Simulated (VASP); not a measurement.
Consider the following.

```
ZrSi
1.0
    0.00000     3.04480     3.04480
    3.04480     0.00000     3.04480
    3.04480     3.04480     0.00000
Zr Si
1 1
Direct
  0.00000   0.00000   0.00000
  0.25000   0.25000   0.25000
```

Computed with PBE GGA, VASP's PBE PAW potentials (set 64) (plane waves; VASP). Settings: 400 eV cut-off, Gaussian smearing of 0.050 eV, potentials Zr_sv Si.

Task: Give the energies of bands 5 to 11 at the high-symmetry points, in eV from the valence-band maximum.

Result: 
```tsv
band	Γ	X	U	L	W
5	-7.66	-6.07	-6.11	-6.49	-6.08
6	-1.36	-2.71	-2.23	-2.27	-1.90
7	-1.36	-0.01	-0.91	-1.01	-1.38
8	-1.36	-0.01	-0.32	-1.01	-0.03
9	1.35	0.10	0.24	1.78	0.04
10	1.35	1.99	1.62	1.78	1.40
11	4.08	2.27	2.04	1.92	2.20
```

The gap is indirect, 0.03 eV, from the valence maximum at W-X at 0.50 to the conduction minimum at W-X at 0.36.

The structure was generated: ZrSi was put into the zinc blende type (F-43m), which need not be its known phase. It was relaxed first, which changed the volume by -22 %.
